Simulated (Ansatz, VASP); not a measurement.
# SnCl (Cl-SnSn-Cl chair monolayer): VASP beside Ansatz, part 2 of 2

Wanted: the spread between two codes on one cell, functional and k mesh. Of the first pair: The structure shown is the start of the Ansatz relaxation below; VASP solves that cell, so the two are compared at the walk's first step.

VASP 6.6.1 and Ansatz 0.2.0.

So far: The starting structure; Ansatz: relaxation, PBE with D3(BJ); VASP: single point, PBE with D3(BJ), start cell, pair 1.

## 4. Differences

Known differences besides the potentials themselves: Ansatz cuts the interaction across the vacuum, VASP repeats the sheet with a dipole correction; the cutoff is 420 eV in Ansatz and 400 eV in VASP. Total energies have different zeros and are not compared.

Forces (eV/Å; atoms numbered as in POSCAR):

| atom | Ansatz x, y, z | VASP x, y, z |
| --- | --- | --- |
| Cl1 | 0.000, 0.000, 0.665 | 0.000, 0.000, 0.676 |
| Cl2 | 0.000, 0.000, -0.665 | 0.000, 0.000, -0.676 |
| Sn3 | 0.000, 0.000, -0.317 | 0.000, 0.000, -0.320 |
| Sn4 | 0.000, 0.000, 0.317 | 0.000, 0.000, 0.320 |

The forces differ by 4.7 meV/Å r.m.s., which is 1.5 % of the r.m.s. force of 0.305 eV/Å (both taken over all components). With vacuum in the cell, a pressure given here is an average over mostly empty space and none of the material.

## 5. Ansatz: relaxation, PBE with D3(BJ)

This run makes the geometry at which the two programs are then compared.

The structure compared here is the end of the Ansatz relaxation.

Contents of input.yaml:

```yaml
crystal:
  lattice:
    - [4.587, 0.0, 0.0]
    - [-2.2935, 3.9724585272, 0.0]
    - [0.0, 0.0, 42.4466666658]
  atoms:
    - { symbol: Cl, position: [0.6666666667, 0.3333333333, 0.4323072091] }
    - { symbol: Sn, position: [0.6666666667, 0.3333333333, 0.4890843411] }
    - { symbol: Sn, position: [0.3333333333, 0.6666666667, 0.5109156589] }
    - { symbol: Cl, position: [0.3333333333, 0.6666666667, 0.5676927909] }
  periodic: [true, true, false]
kpoints:
  mp_grid: { grid: [12, 12, 1] }
hamiltonian:
  xc: pbe
  dispersion: d3bj
scf:
  occupations: { method: fermi_dirac, width: 0.05 }
  convergence: { dr2_threshold: 1.0e-09 }
relax:
  f_tol: 0.004
  max_steps: 90
  cell: {}
output:
  write_potential: true
  write_density: true
  volumetric_format: npy
```

Launch:

```
$ ansatz run input.yaml --threads 2 --pin off --max-ram 3072MiB --backend cpu --events-out ev --progress --plain --runs-dir out
```

Numbers of over 12 decimals in the logs are rounded to 6 here.

Log:

```text
[...]
Crystal: 4 atoms, lattice volume = 773.449 Å³
Basis set: ecut = 420 eV, 15255 PW (Γ), exchange–correlation on 64×64×576 points (8 copies of the dense FFT grid, shifted against one another)
Bands: 26, of which v1, the nominal top of the filled ones, is band 21 counted from 1 (20 counted from 0)
Symmetry: 12 space group operations
[...]
--- Relaxed structure (6 steps of the walk, 6 accepted, 1 SCFs on fresh bases) ---
[...]
cell:  # Å, volume = 867.1784 Å³
    - [4.856989, 0.0, 0]
    - [-2.428494, 4.206276, 0]
    - [0, 0, 42.4466666658]
  atoms:
    - { symbol: Cl, position: [0.666667, 0.333333, 0.436080] }
    - { symbol: Sn, position: [0.666667, 0.333333, 0.491937] }
    - { symbol: Sn, position: [0.333333, 0.666667, 0.508063] }
    - { symbol: Cl, position: [0.333333, 0.666667, 0.563920] }
[key lines of the parts left out:]
SCF converged after 5 iterations
Free energy (F): -14210.299674 eV
Fermi energy:    -6.361381 eV
P = ½ c Tr σ = 0.0108 N/m
```

## 6. VASP: single point, PBE with D3(BJ), relaxed cell, pair 2

The same cell, functional, mesh and smearing now go to VASP, with its own data sets.

Contents of INCAR:

```
SYSTEM = SnCl
PREC = Accurate
ENCUT = 400
EDIFF = 1E-06
NELM = 120
ISMEAR = -1
SIGMA = 0.05
LREAL = .FALSE.
ALGO = Normal
GGA = PE
IVDW = 12
NBANDS = 27
LORBIT = 11
LWAVE = .FALSE.
LCHARG = .FALSE.
ISIF = 2
LDIPOL = .TRUE.
IDIPOL = 3
DIPOL = 0.5 0.5 0.5
LVHAR = .TRUE.
LASPH = .TRUE.
GGA_COMPAT = .FALSE.
NELMDL = -8
KPAR = 2
```

Contents of POSCAR:

```
SnCl
1.0
    4.8569888318      0.0000000000      0.0000000000
   -2.4284944159      4.2062757142      0.0000000000
    0.0000000000      0.0000000000     42.4466666658
Cl Sn
2 2
Direct
    0.6666666667      0.3333333333      0.4360796585
    0.3333333334      0.6666666666      0.5639203415
    0.6666666667      0.3333333333      0.4919366430
    0.3333333334      0.6666666666      0.5080633570
```

Contents of KPOINTS:

```
Automatic mesh
0
Gamma
12 12 1
0 0 0
```

Potentials, in the order of the species: Cl and Sn_d (PBE family, release 64).

Launch:

```
$ mpirun -np 2 vasp_std
```

Log:

```text
[... set-up lines as in an earlier step ...]
 entering main loop
       N       E                     dE             d eps       ncg     rms          rms(c)
DAV:   1     0.278939295048E+03    0.27894E+03   -0.15088E+04  1426   0.901E+02
DAV:   2     0.356582707704E+02   -0.24328E+03   -0.23903E+03  1288   0.238E+02
DAV:   3    -0.127050349738E+02   -0.48363E+02   -0.48105E+02  1312   0.104E+02
DAV:   4    -0.143126252430E+02   -0.16076E+01   -0.16036E+01  1248   0.248E+01
[...]
DAV:  24    -0.137078561274E+02   -0.27232E-05   -0.26626E-08   783   0.855E-04    0.135E-04
DAV:  25    -0.137078575058E+02   -0.13785E-05   -0.81449E-09   658   0.506E-04    0.712E-05
DAV:  26    -0.137078582594E+02   -0.75361E-06   -0.40606E-09   601   0.448E-04
   1 F= -.14233794E+02 E0= -.14232794E+02  d E =-.199968E-02
```

OUTCAR, selected parts (step 6):

```text
 Edisp (eV)   -0.52594

  Total      -0.04925    -0.04925    -0.15687     0.00000     0.00000    -0.00000
  in kB      -0.09099    -0.09099    -0.28983     0.00000     0.00000    -0.00000
  external pressure =       -0.16 kB  Pullay stress =        0.00 kB

 POSITION                                       TOTAL-FORCE (eV/Angst)
 -----------------------------------------------------------------------------------
      2.42849      1.40209     18.51013         0.000000     -0.000000      0.018668
      0.00000      2.80418     23.93654        -0.000000      0.000000     -0.018668
      2.42849      1.40209     20.88107         0.000000     -0.000000     -0.014497
      0.00000      2.80418     21.56560        -0.000000      0.000000      0.014497
 -----------------------------------------------------------------------------------
    total drift:                               -0.000001      0.000001      0.000000

  FREE ENERGIE OF THE ION-ELECTRON SYSTEM (eV)
  ---------------------------------------------------
  free  energy   TOTEN  =       -14.2337943371 eV

  energy  without entropy=      -14.2317946617  energy(sigma->0) =      -14.23279450

[... 1 part as in an earlier step ...]

[... 2 further parts left out ...]
[key lines of the parts left out:]
E-fermi :  -4.9813
```

## 7. Side by side

At this near-relaxed geometry the largest component of a force difference is 16 meV/Å. With vacuum in the cell, a pressure given here is an average over mostly empty space and none of the material.

## 8. Outcome

| Quantity | Value |
| --- | --- |
| r.m.s. force difference (single point, PBE with D3(BJ), start cell, pair 1) | 1.5 % of the r.m.s. force |
| r.m.s. force difference (single point, PBE with D3(BJ), relaxed cell, pair 2) | 8.6 meV/Å |

**Reading.** The r.m.s. force difference is 8.6 meV/Å (single point, PBE with D3(BJ), relaxed cell, pair 2), within the 12 meV/Å picked in this series as the mark of a large difference. How closely two codes agree says nothing of how well the functional describes the real material.

[Lines on the potential files, build, host, timing and source positions are cut from VASP's logs without a mark.]

[Logs are printed without paths, hosts, clocks, repeated set-up lines and the standing remarks that a program may print on its own settings, such as how far it seeks lower states.]

[Hosts, paths, dates, database ids (printed as entryN), source tags and the programs' standing remarks are cut or masked in the printed files.]
